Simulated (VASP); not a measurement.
Level of theory: PBE GGA, VASP's PBE PAW potentials (set 64) (plane waves; VASP).

A VASP calculation is set up with these files.

INCAR:
```
IBRION = 2
LASPH = .TRUE.
NSW = 50   ! most ionic steps
GGA = PE   ! PBE
NELMIN = 4
DIPOL = 0.5 0.5 0.5
IDIPOL = 3
SYSTEM = Al16Cl
PREC = Normal
SIGMA = 0.1   ! width (eV)
LWAVE = .TRUE.
LCHARG = .FALSE.
NELM = 100   ! most electronic steps
ISMEAR = 1
LDIPOL = .TRUE.
ALGO = Normal
EDIFF = 1E-5   ! SCF stop (eV)
EDIFFG = -0.03
ISIF = 2   ! forces and stress, cell fixed
LREAL = .FALSE.
ENCUT = 400
```

### POSCAR
```
Al16Cl
1.0
  5.7074358814   0.0000000000   0.0000000000
  0.0000000000   5.7074358814   0.0000000000
  0.0000000000   0.0000000000  20.0044478447
Al Cl
16 1
direct
  0.2500000000   0.2500000000   0.3486920000
  0.7500000000   0.2500000000   0.3486920000
  0.2500000000   0.7500000000   0.3486920000
  0.7500000000   0.7500000000   0.3486920000
  0.0000000000   0.0000000000   0.4495640000
  0.5000000000   0.0000000000   0.4495640000
  0.0000000000   0.5000000000   0.4495640000
  0.5000000000   0.5000000000   0.4495640000
  0.2500000000   0.2500000000   0.5504360000
  0.7500000000   0.2500000000   0.5504360000
  0.2500000000   0.7500000000   0.5504360000
  0.7500000000   0.7500000000   0.5504360000
  0.0000000000   0.0000000000   0.6513080000
  0.5000000000   0.0000000000   0.6513080000
  0.0000000000   0.5000000000   0.6513080000
  0.5000000000   0.5000000000   0.6513080000
  0.2500000000   0.2500000000   0.7179580000
```

File KPOINTS:
```
Automatic mesh
0
G
 5 5 1
```

POTCAR, in this order: Al Cl (PBE.64 set). Program: vasp_std.

Output of the run:

**OSZICAR**
```
...
DAV:   7    -0.591426781113E+02    0.23315E-05   -0.12214E-04   460   0.451E-02    0.413E-02
DAV:   8    -0.591426700433E+02    0.80680E-05   -0.20057E-05   336   0.221E-02
   4 F= -.59142670E+02 E0= -.59144747E+02  d E =-.766184E+00
       N       E                     dE             d eps       ncg     rms          rms(c)
DAV:   1    -0.592015496296E+02   -0.58872E-01   -0.46605E+00   432   0.819E+00    0.916E-01
DAV:   2    -0.592338637483E+02   -0.32314E-01   -0.39677E-01   604   0.238E+00    0.339E-01
DAV:   3    -0.592326205576E+02    0.12432E-02   -0.11359E-02   540   0.473E-01    0.310E-01
DAV:   4    -0.592323912040E+02    0.22935E-03   -0.26395E-03   532   0.210E-01    0.188E-01
DAV:   5    -0.592322779358E+02    0.11327E-03   -0.70195E-04   492   0.133E-01    0.143E-01
DAV:   6    -0.592321901679E+02    0.87768E-04   -0.48385E-04   528   0.103E-01    0.993E-02
DAV:   7    -0.592321498128E+02    0.40355E-04   -0.75783E-04   576   0.105E-01    0.212E-02
DAV:   8    -0.592321557271E+02   -0.59143E-05   -0.17957E-04   464   0.568E-02    0.287E-02
DAV:   9    -0.592321581350E+02   -0.24080E-05   -0.14320E-05   280   0.192E-02
   5 F= -.59232158E+02 E0= -.59235462E+02  d E =-.894881E-01
       N       E                     dE             d eps       ncg     rms          rms(c)
DAV:   1    -0.591346875325E+02    0.97468E-01   -0.31553E+01   432   0.213E+01    0.250E+00
DAV:   2    -0.593486171294E+02   -0.21393E+00   -0.25798E+00   588   0.596E+00    0.114E+00
DAV:   3    -0.593401834743E+02    0.84337E-02   -0.71510E-02   548   0.122E+00    0.901E-01
DAV:   4    -0.593373552728E+02    0.28282E-02   -0.22462E-02   504   0.577E-01    0.597E-01
DAV:   5    -0.593371319632E+02    0.22331E-03   -0.27148E-03   548   0.215E-01    0.469E-01
DAV:   6    -0.593365268633E+02    0.60510E-03   -0.20966E-03   624   0.198E-01    0.301E-01
DAV:   7    -0.593370289308E+02   -0.50207E-03   -0.42912E-03   480   0.289E-01    0.150E-01
DAV:   8    -0.593365972427E+02    0.43169E-03   -0.31478E-03   528   0.260E-01    0.831E-02
DAV:   9    -0.593365475295E+02    0.49713E-04   -0.24526E-04   588   0.869E-02    0.540E-02
DAV:  10    -0.593365622685E+02   -0.14739E-04   -0.11990E-04   524   0.435E-02    0.403E-02
DAV:  11    -0.593365763686E+02   -0.14100E-04   -0.23458E-05   364   0.199E-02    0.376E-02
DAV:  12    -0.593366048405E+02   -0.28472E-04   -0.67877E-06   264   0.123E-02    0.131E-02
DAV:  13    -0.593366237438E+02   -0.18903E-04   -0.43788E-06   272   0.867E-03    0.113E-02
DAV:  14    -0.593366373817E+02   -0.13638E-04   -0.43002E-06   264   0.877E-03    0.937E-03
DAV:  15    -0.593366439986E+02   -0.66169E-05   -0.26876E-06   260   0.661E-03
   6 F= -.59336644E+02 E0= -.59339723E+02  d E =-.193974E+00
       N       E                     dE             d eps       ncg     rms          rms(c)
DAV:   1    -0.593353569977E+02    0.12804E-02   -0.41742E-01   456   0.240E+00    0.289E-01
DAV:   2    -0.593381053466E+02   -0.27483E-02   -0.33610E-02   596   0.698E-01    0.904E-02
DAV:   3    -0.593380228755E+02    0.82471E-04   -0.10039E-03   552   0.140E-01    0.891E-02
DAV:   4    -0.593380296836E+02   -0.68081E-05   -0.32565E-04   524   0.865E-02    0.575E-02
DAV:   5    -0.593379840932E+02    0.45590E-04   -0.20095E-04   520   0.692E-02    0.397E-02
DAV:   6    -0.593379758866E+02    0.82067E-05   -0.12534E-04   496   0.435E-02    0.138E-02
DAV:   7    -0.593379806932E+02   -0.48067E-05   -0.30526E-05   400   0.222E-02
   7 F= -.59337981E+02 E0= -.59340706E+02  d E =-.195311E+00
       N       E                     dE             d eps       ncg     rms          rms(c)
DAV:   1    -0.593578005881E+02   -0.19825E-01   -0.24913E+00   444   0.620E+00    0.665E-01
DAV:   2    -0.593735211428E+02   -0.15721E-01   -0.19921E-01   556   0.178E+00    0.253E-01
DAV:   3    -0.593738261458E+02   -0.30500E-03   -0.12361E-02   548   0.536E-01    0.220E-01
DAV:   4    -0.593734519599E+02    0.37419E-03   -0.63107E-03   488   0.397E-01    0.184E-01
DAV:   5    -0.593729438070E+02    0.50815E-03   -0.17486E-03   600   0.218E-01    0.127E-01
DAV:   6    -0.593729224001E+02    0.21407E-04   -0.78891E-04   560   0.109E-01    0.759E-02
DAV:   7    -0.593729263331E+02   -0.39330E-05   -0.12768E-04   584   0.502E-02    0.391E-02
DAV:   8    -0.593729361147E+02   -0.97817E-05   -0.79786E-05   468   0.357E-02
   8 F= -.59372936E+02 E0= -.59375830E+02  d E =-.349554E-01
       N       E                     dE             d eps       ncg     rms          rms(c)
DAV:   1    -0.593683146828E+02    0.46117E-02   -0.27501E+00   452   0.650E+00    0.706E-01
DAV:   2    -0.593851121661E+02   -0.16797E-01   -0.21395E-01   556   0.185E+00    0.268E-01
DAV:   3    -0.593855215799E+02   -0.40941E-03   -0.13890E-02   548   0.571E-01    0.230E-01
DAV:   4    -0.593850927474E+02    0.42883E-03   -0.74367E-03   488   0.428E-01    0.195E-01
DAV:   5    -0.593844952547E+02    0.59749E-03   -0.19448E-03   564   0.233E-01    0.132E-01
DAV:   6    -0.593844726127E+02    0.22642E-04   -0.12507E-03   580   0.136E-01    0.699E-02
DAV:   7    -0.593844861055E+02   -0.13493E-04   -0.15812E-04   484   0.543E-02    0.441E-02
DAV:   8    -0.593844957786E+02   -0.96731E-05   -0.86900E-05   476   0.367E-02
   9 F= -.59384496E+02 E0= -.59387488E+02  d E =-.465151E-01
       N       E                     dE             d eps       ncg     rms          rms(c)
DAV:   1    -0.593895981002E+02   -0.51120E-02   -0.27629E-01   440   0.214E+00    0.199E-01
DAV:   2    -0.593909403408E+02   -0.13422E-02   -0.18540E-02   536   0.558E-01    0.808E-02
DAV:   3    -0.593909393322E+02    0.10086E-05   -0.11857E-03   568   0.169E-01    0.711E-02
DAV:   4    -0.593909033986E+02    0.35934E-04   -0.58592E-04   508   0.120E-01    0.596E-02
DAV:   5    -0.593908536358E+02    0.49763E-04   -0.22458E-04   548   0.717E-02    0.333E-02
DAV:   6    -0.593908619985E+02   -0.83628E-05   -0.10134E-04   536   0.403E-02    0.164E-02
DAV:   7    -0.593908643456E+02   -0.23471E-05   -0.92602E-06   268   0.163E-02
  10 F= -.59390864E+02 E0= -.59393347E+02  d E =-.636857E-02
       N       E                     dE             d eps       ncg     rms          rms(c)
DAV:   1    -0.593916662343E+02   -0.80424E-03   -0.15707E-01   448   0.161E+00    0.151E-01
DAV:   2    -0.593924078435E+02   -0.74161E-03   -0.10516E-02   552   0.420E-01    0.582E-02
DAV:   3    -0.593924217589E+02   -0.13915E-04   -0.77451E-04   524   0.139E-01    0.491E-02
DAV:   4    -0.593923840090E+02    0.37750E-04   -0.44480E-04   536   0.106E-01    0.432E-02
DAV:   5    -0.593923596013E+02    0.24408E-04   -0.13269E-04   596   0.548E-02    0.259E-02
DAV:   6    -0.593923637742E+02   -0.41729E-05   -0.38112E-05   468   0.251E-02
  11 F= -.59392364E+02 E0= -.59394159E+02  d E =-.786800E-02
       N       E                     dE             d eps       ncg     rms          rms(c)
DAV:   1    -0.593923669806E+02   -0.73793E-05   -0.39918E-04   456   0.818E-02    0.122E-02
DAV:   2    -0.593923699033E+02   -0.29227E-05   -0.28011E-05   416   0.244E-02    0.520E-03
DAV:   3    -0.593923732906E+02   -0.33874E-05   -0.14401E-05   372   0.208E-02    0.598E-03
DAV:   4    -0.593923713316E+02    0.19590E-05   -0.57515E-06   308   0.136E-02
  12 F= -.59392371E+02 E0= -.59394131E+02  d E =-.787555E-02
       N       E                     dE             d eps       ncg     rms          rms(c)
DAV:   1    -0.593926529775E+02   -0.27969E-03   -0.75857E-03   444   0.364E-01    0.309E-02
DAV:   2    -0.593926755695E+02   -0.22592E-04   -0.42514E-04   556   0.914E-02    0.153E-02
DAV:   3    -0.593926822312E+02   -0.66618E-05   -0.12200E-04   408   0.548E-02    0.128E-02
DAV:   4    -0.593926684187E+02    0.13812E-04   -0.45549E-05   388   0.350E-02    0.880E-03
DAV:   5    -0.593926699969E+02   -0.15781E-05   -0.10454E-05   236   0.154E-02
  13 F= -.59392670E+02 E0= -.59394489E+02  d E =-.298665E-03
```

OUTCAR:
```
------------------------ aborting loop because EDIFF is reached ----------------------------------------
  FORCE on cell =-STRESS in cart. coord.  units (eV):
  Direction    XX          YY          ZZ          XY          YZ          ZX
  --------------------------------------------------------------------------------------
  Total       -7.8914787     -7.8914787     -0.1743667      0.0000000      0.0000000      0.0000000
  in kB      -19.4026175    -19.4026175     -0.4287118      0.0000000      0.0000000      0.0000000
  external PRESSURE =     -13.0779823 kB  Pullay stress =       0.0000000 kB
  volume of cell :      651.64
      direct lattice vectors                 reciprocal lattice vectors
     5.707435881  0.000000000  0.000000000     0.175210028  0.000000000  0.000000000
     0.000000000  5.707435881  0.000000000     0.000000000  0.175210028  0.000000000
     0.000000000  0.000000000 20.004447845     0.000000000  0.000000000  0.049988883
 POSITION                                       TOTAL-FORCE (eV/Angst)
 -----------------------------------------------------------------------------------
      1.42686      1.42686      6.79146        -0.000000      0.000000      0.002627
      4.28058      1.42686      6.85367        -0.000000      0.000000      0.004891
      1.42686      4.28058      6.85367         0.000000      0.000000      0.004891
      4.28058      4.28058      6.88967        -0.000000     -0.000000      0.014545
      0.01716      0.01716      8.91289        -0.000131     -0.000131     -0.000819
      2.83656      0.01716      8.91289         0.000131     -0.000131     -0.000819
      0.01716      2.83656      8.91289        -0.000131      0.000131     -0.000819
      2.83656      2.83656      8.91289         0.000131      0.000131     -0.000819
      1.42686      1.42686     11.11461        -0.000000     -0.000000     -0.015449
      4.28058      1.42686     11.04608        -0.000000      0.000000     -0.004269
      1.42686      4.28058     11.04608        -0.000000      0.000000     -0.004269
      4.28058      4.28058     10.90745        -0.000000     -0.000000      0.009144
      5.63983      5.63983     13.08446         0.001534      0.001534     -0.003874
      2.92132      5.63983     13.08446        -0.001534      0.001534     -0.003874
      5.63983      2.92132     13.08446         0.001534     -0.001534     -0.003874
      2.92132      2.92132     13.08446        -0.001534     -0.001534     -0.003874
      1.42686      1.42686     14.90586         0.000000      0.000000      0.006662
 -----------------------------------------------------------------------------------
    total drift:                               -0.000000     -0.000000     -0.001230
  FREE ENERGIE OF THE ION-ELECTRON SYSTEM (eV)
  ---------------------------------------------------
  free  energy   TOTEN  =       -59.3926699969 eV

  energy  without entropy=      -59.3981255202  energy(sigma->0) =      -59.39448850

 reached required accuracy - stopping structural energy minimisation
```
(Selected blocks of OUTCAR.)

File CONTCAR:
```
Al16Cl
   1.00000000000000
     5.7074358814000004    0.0000000000000000    0.0000000000000000
     0.0000000000000000    5.7074358814000004    0.0000000000000000
     0.0000000000000000    0.0000000000000000   20.0044478446999996
  Al              Cl
    16     1
Direct
     0.2500000000000000    0.2500000000000000    0.3394975442046190
     0.7500000000000000    0.2500000000000000    0.3426071322866384
     0.2500000000000000    0.7500000000000000    0.3426071322866384
     0.7500000000000000    0.7500000000000000    0.3444070821541985
     0.0030068076723228    0.0030068076723228    0.4455453705068007
     0.4969931923276773    0.0030068076723228    0.4455453705068007
     0.0030068076723228    0.4969931923276773    0.4455453705068007
     0.4969931923276773    0.4969931923276773    0.4455453705068007
     0.2500000000000000    0.2500000000000000    0.5556067145031185
     0.7500000000000000    0.2500000000000000    0.5521813412596491
     0.2500000000000000    0.7500000000000000    0.5521813412596491
     0.7500000000000000    0.7500000000000000    0.5452510600572406
     0.9881552583061377    0.9881552583061377    0.6540774543375859
     0.5118447416938623    0.9881552583061377    0.6540774543375859
     0.9881552583061377    0.5118447416938623    0.6540774543375859
     0.5118447416938623    0.5118447416938623    0.6540774543375859
     0.2500000000000000    0.2500000000000000    0.7451273526107050
```

The cell is a thin slab with vacuum, built from Al (fcc): (100) face, Cl adsorbed.
